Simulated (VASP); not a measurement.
# InP: GW quasiparticle gap, part 7 of 7

How does the gap of InP change from the starting functional to GW? The cell is of the zinc-blende type, one of the forms listed for this formula. The start is a cell from a database of measured crystal structures.

VASP 6.6.1, plane waves and PAW; the level of theory is named at each step.

So far, quasiparticle gap on the mesh (eV): step 4 (evGW0, evGW0 on LDA) 1.27; step 5 (evGW, evGW on LDA) 1.36; step 6 (QPGW0, QPGW0 on LDA) 1.35. Also gap on the k-mesh (eV): step 3 (empty bands, functional LDA) 0.500; step 7 (orbitals for another starting point, LDA) 0.500; step 8 (another starting point, HSE06) 1.48.

The database entry behind the starting cell differs from later determinations by our own check (0.1 to 0.3 % short, probably kX units), so it need not match the best structure at ambient conditions.

## (10) G0W0

This step: G0W0 on HSE06; plane waves and PAW (In_d_GW, P_GW) (VASP 6.6.1).

G0W0 keeps orbitals and screening fixed and shifts each of the lowest NBANDSGW levels once.

INCAR

```
SYSTEM = InP
PREC = Accurate
ENCUT = 300
ISMEAR = 0
SIGMA = 0.01
LREAL = .FALSE.
LHFCALC = .TRUE.
AEXX = 0.25
GGA = PE
HFSCREEN = 0.2
LASPH = .TRUE.
NBANDS = 280
PRECFOCK = Fast
ALGO = EVGW0
NELMGW = 1
ENCUTGW = 180
NOMEGA = 48
NBANDSGW = 20
LWAVE = .FALSE.
LCHARG = .FALSE.
```

POSCAR

```
InP
1.0
    0.0000000000      2.9305000000      2.9305000000
    2.9305000000      0.0000000000      2.9305000000
    2.9305000000      2.9305000000      0.0000000000
In P
1 1
Direct
    0.0000000000      0.0000000000      0.0000000000
    0.7500000000      0.7500000000      0.7500000000
```

KPOINTS

```
Automatic mesh
0
Gamma
6 6 6
0 0 0
```

The projector-augmented-wave data sets are In_d_GW and P_GW (LDA family, release 64).

The WAVECAR or CHGCAR of an earlier step is read.

On the command line:

```console
$ mpirun -np 4 vasp_std
```

Log:

```text
[banner, memory and clock lines left out]
running    4 mpi-ranks, on    1 nodes
 distrk:  each k-point on    4 cores,    1 groups
 distr:  one band on    1 cores,    4 groups

 POSCAR found type information on POSCAR InP
 POSCAR found :  2 types and       2 ions
 [... a notice as in an earlier step ...]

 [... a notice as in an earlier step ...]

 LDA part: xc-table for (Slater+PW92), standard interpolation
 found WAVECAR, reading the header
 POSCAR, INCAR and KPOINTS ok, starting setup
 FFT: planning ... GRIDC
 FFT: planning ... GRID_SOFT
 FFT: planning ... GRID
 reading WAVECAR
 the WAVECAR file was read successfully
 initial charge from wavefunction
 available memory per node:     66.95 GB, setting MAXMEM to     68553

 The Fermi energy was updated, please check that it is located mid-gap
 values below the HOMO (VB) or above the LUMO (CB) will cause erroneous energies
 E-fermi :   4.2795

 calculate exact exchange contribution
 the WAVEDER file was read successfully
energies w=
    0.000    0.000    0.569    0.000    1.135    0.000    1.696    0.000
    2.252    0.000    2.799    0.000    3.337    0.000    3.865    0.000
    4.383    0.000    4.892    0.000    5.392    0.000    5.883    0.000
    6.368    0.000    6.847    0.000    7.322    0.000    7.794    0.000
    8.265    0.000    8.738    0.000    9.214    0.000    9.696    0.000
   10.186    0.000   10.687    0.000   11.201    0.000   11.734    0.000
   12.286    0.000   12.865    0.000   13.473    0.000   14.119    0.000
   14.808    0.000   15.549    0.000   16.352    0.000   17.231    0.000
   18.200    0.000   19.281    0.000   20.497    0.000   21.884    0.000
   23.485    0.000   25.361    0.000   27.595    0.000   30.308    0.000
   33.677    0.000   37.979    0.000   43.663    0.000   51.518    0.000
   63.059    0.000   81.631    0.000  116.325    0.000  203.718    0.000
 responsefunction array rank=     288
 LDA part: xc-table for (Slater+PW92), standard interpolation

 min. memory requirement per mpi rank    489.0 MB, per node   1956.1 MB

 allocating  12 responsefunctions rank=   288
 shmem allocating  48 responsefunctions rank=   288
 response function shared by NCSHMEM nodes    1
 Doing           12  frequencies on each core in blocks of           48
NQ=   1    0.0000    0.0000    0.0000,
|.........|.........|.........|.........|.........|.........|.........|.........
 performed       1232000 updates of chi_q(r,r)
 total number of BLAS operations        789.90 Gflops
NQ=   2    0.1667    0.0000    0.0000,
|.........|.........|.........|.........|.........|.........|.........|.........
 performed       3226000 updates of chi_q(r,r)
 total number of BLAS operations       2014.16 Gflops
NQ=   3    0.3333    0.0000    0.0000,
|.........|.........|.........|.........|.........|.........|.........|.........
 performed       5220000 updates of chi_q(r,r)
 total number of BLAS operations       3274.03 Gflops
NQ=   4    0.5000    0.0000    0.0000,
|.........|.........|.........|.........|.........|.........|.........|.........
 performed       6945000 updates of chi_q(r,r)
 total number of BLAS operations       4295.39 Gflops
NQ=   5    0.1667    0.1667    0.0000,
|.........|.........|.........|.........|.........|.........|.........|.........
 performed       8939000 updates of chi_q(r,r)
 total number of BLAS operations       5573.25 Gflops
NQ=   6    0.3333    0.1667    0.0000,
|.........|.........|.........|.........|.........|.........|.........|.........
 performed      11896000 updates of chi_q(r,r)
 total number of BLAS operations       7508.65 Gflops
NQ=   7    0.5000    0.1667    0.0000,
|.........|.........|.........|.........|.........|.........|.........|.........
 performed      14853000 updates of chi_q(r,r)
 total number of BLAS operations       9324.14 Gflops
NQ=   8   -0.3333    0.1667    0.0000,
|.........|.........|.........|.........|.........|.........|.........|.........
 performed      17810000 updates of chi_q(r,r)
 total number of BLAS operations      11087.59 Gflops
NQ=   9   -0.1667    0.1667    0.0000,
|.........|.........|.........|.........|.........|.........|.........|.........
 performed      20409000 updates of chi_q(r,r)
 total number of BLAS operations      12706.21 Gflops
NQ=  10    0.3333    0.3333    0.0000,
|.........|.........|.........|.........|.........|.........|.........|.........
 performed      22403000 updates of chi_q(r,r)
 total number of BLAS operations      13904.09 Gflops
NQ=  11    0.5000    0.3333    0.0000,
|.........|.........|.........|.........|.........|.........|.........|.........
 performed      25360000 updates of chi_q(r,r)
 total number of BLAS operations      15654.64 Gflops
NQ=  12   -0.3333    0.3333    0.0000,
|.........|.........|.........|.........|.........|.........|.........|.........
 performed      27959000 updates of chi_q(r,r)
 total number of BLAS operations      17148.15 Gflops
NQ=  13    0.5000    0.5000    0.0000,
|.........|.........|.........|.........|.........|.........|.........|.........
 performed      29527000 updates of chi_q(r,r)
 total number of BLAS operations      18174.75 Gflops
NQ=  14    0.5000    0.3333    0.1667,
|.........|.........|.........|.........|.........|.........|.........|.........
 performed      32820000 updates of chi_q(r,r)
 total number of BLAS operations      20152.95 Gflops
NQ=  15   -0.3333    0.3333    0.1667,
|.........|.........|.........|.........|.........|.........|.........|.........
 performed      35934000 updates of chi_q(r,r)
 total number of BLAS operations      22023.51 Gflops
NQ=  16   -0.3333    0.5000    0.1667,
|.........|.........|.........|.........|.........|.........|.........|.........
 performed      38544000 updates of chi_q(r,r)
 total number of BLAS operations      23501.15 Gflops
 resolving degeneracies of screened two electron integrals

 calculate QP shifts <psi_nk| G(iteration)W_0 |psi_nk>: iteration 1
 entering main loop
```

Run time: 9.5 min. Hardware: 4 MPI ranks of AMD EPYC 9R45, shared host; peak memory 2.2 GiB; 35 min of CPU time.

From OUTCAR (step 10):

```text
   NELECT =      18.0000    total number of electrons

 E-fermi :   4.2795

 QP shifts <psi_nk| G(iteration)W_0 |psi_nk>: iteration 1
 for sc-GW calculations column KS-energies equals QP-energies in previous step
 and V_xc(KS)=  KS-energies - (<T + V_ion + V_H > + <T+V_H+V_ion>^1  + <V_x>^1)
 k-point   1 :       0.0000    0.0000    0.0000
  band No.  KS-energies  QP-energies   sigma(KS)   V_xc(KS)     V^pw_x(r,r')   Z            occupation Imag(sigma)
    ...
      6      -9.2082      -8.7551     -12.2705     -12.9664     -18.2727       0.6509       2.0000       0.8356
      7       3.5387       3.2073     -13.0841     -12.6572     -13.9452       0.7762       2.0000       0.0104
      8       3.5387       3.2073     -13.0841     -12.6572     -13.9452       0.7762       2.0000       0.0104
      9       3.5387       3.2073     -13.0841     -12.6572     -13.9452       0.7762       2.0000       0.0104
     10       5.0203       4.8595     -10.5901     -10.3872      -6.8116       0.7929       0.0000      -0.0564
     11       8.4821       8.3548      -9.6692      -9.5074      -5.4423       0.7867       0.0000      -0.0723
     12       8.4821       8.3548      -9.6692      -9.5074      -5.4423       0.7867       0.0000      -0.0723
     13       8.4821       8.3548      -9.6692      -9.5074      -5.4423       0.7867       0.0000      -0.0723
    ...

 k-point   2 :       0.1667    0.0000    0.0000
  band No.  KS-energies  QP-energies   sigma(KS)   V_xc(KS)     V^pw_x(r,r')   Z            occupation Imag(sigma)
    ...
      6      -8.8687      -8.4367     -12.4249     -13.0724     -18.2966       0.6672       2.0000       0.8159
      7       1.2613       0.9611     -12.4237     -12.0295     -13.7453       0.7617       2.0000       0.0319
      8       3.2124       2.8801     -12.9154     -12.4869     -13.8597       0.7753       2.0000       0.0116
      9       3.2124       2.8801     -12.9154     -12.4869     -13.8597       0.7753       2.0000       0.0116
     10       6.1171       5.9700     -10.4791     -10.2929      -6.6003       0.7902       0.0000      -0.0602
     11       8.8925       8.7091      -9.9057      -9.6698      -5.5456       0.7773       0.0000      -0.0835
     12       8.9555       8.8175      -9.7837      -9.6071      -5.4230       0.7808       0.0000      -0.0782
     13       8.9555       8.8175      -9.7837      -9.6071      -5.4230       0.7808       0.0000      -0.0782
    ...

[... 8 parts as in an earlier step ...]

[... 8 further parts left out ...]
```

Numbers from this step:

* quasiparticle gap on the mesh: 1.652 eV
* smallest direct quasiparticle gap on the mesh: 1.652 eV
* gap of the starting orbitals on the mesh: 1.482 eV

GW takes the gap from 1.482 to 1.652 eV. That is +493 meV against the one-shot pass on LDA. Spin-orbit coupling is left out. The value holds for 280 bands, ENCUTGW = 180 eV and this mesh, and isn't shown to be converged in them.

## (11) Summary

This step: GW series: evGW0 on LDA, evGW on LDA, QPGW0 on LDA, G0W0 on HSE06; plane waves and PAW (VASP 6.6.1).

This step runs nothing: it gathers the runs above.

Cost is wall time times ranks on a shared host, with the step that makes the empty bands. GW runs:

```csv
level,bands,ENCUTGW (eV),NOMEGA,k mesh,starting gap (eV),quasiparticle gap (eV),direct gap (eV),cost (core minutes)
evGW0 on LDA,280,180,48,6x6x6,0.4998,1.268,1.268,128.2
evGW on LDA,280,180,48,6x6x6,0.4998,1.361,1.361,127.8
QPGW0 on LDA,280,180,48,6x6x6,0.4998,1.355,1.355,346
G0W0 on HSE06,280,180,48,6x6x6,1.482,1.652,1.652,94.41
```

## (12) What came out

- evGW0 on LDA, 280 bands, ENCUTGW 180 eV, NOMEGA 48, mesh 6×6×6: 0.500 → 1.268 eV
- evGW on LDA, 280 bands, ENCUTGW 180 eV, NOMEGA 48, mesh 6×6×6: 0.500 → 1.361 eV
- QPGW0 on LDA, 280 bands, ENCUTGW 180 eV, NOMEGA 48, mesh 6×6×6: 0.500 → 1.355 eV
- G0W0 on HSE06, 280 bands, ENCUTGW 180 eV, NOMEGA 48, mesh 6×6×6: 1.482 → 1.652 eV

What this shows: evGW0 gives a quasiparticle gap of 1.268 eV on the mesh, 0.77 eV over the LDA gap on the same mesh. On mesh and path the starting valence top lies at Γ and the conduction bottom at Γ, so the starting gap is direct. Both points lie on the GW mesh. Over the final values of the levels run here the gap spans 1.27 to 1.65 eV. In evGW0 the first pass, which is the one-shot result, gives 1.160 eV and pass 4 gives 1.268 eV; the last pass changed the gap by +2 meV, so the loop is converged. In evGW the first pass, which is the one-shot result, gives 1.160 eV and pass 4 gives 1.361 eV; the last pass changed the gap by +13 meV, so more passes would move it further. In QPGW0 the first pass gives 1.153 eV and pass 4 gives 1.355 eV; the last pass changed the gap by +10 meV, so more passes would move it further. One-shot gaps: 1.160 eV from LDA and 1.652 eV from HSE06. The starting gaps span 0.98 eV and the one-shot gaps 0.49 eV. Bands, response cutoff and mesh weren't tested for convergence. The orbitals give an independent-particle dielectric component as large as 41 on this mesh, so the screening is unlikely to be converged. In In_d_GW the d shell is in the valence without all the semicore s and p states of the same shell; those stay frozen in the core, and how far that moves the GW gap wasn't tested here. Spin-orbit coupling is left out; with In in the cell it can split or shift band edges, by an amount that depends on which atoms form them and isn't tested here. Not tabulated here, as repeats of values shown or as unfit to read for their mesh, reference level or band range: eps2 curves (empty bands); eps1 curves and static values (empty bands); gaps (empty bands).

[Lines on the potential files, build, host, timing and source positions are cut from VASP's logs without a mark.]

[Logs are printed without paths, hosts, clocks, repeated set-up lines and the standing remarks that a program may print on its own settings, such as how far it seeks lower states.]

[Hosts, paths, dates, database ids (printed as entryN), source tags and the programs' standing remarks are cut or masked in the printed files.]

[Pressures printed for these runs are not shown converged in the cutoff: they can be off by several GPa and have the wrong sign.]
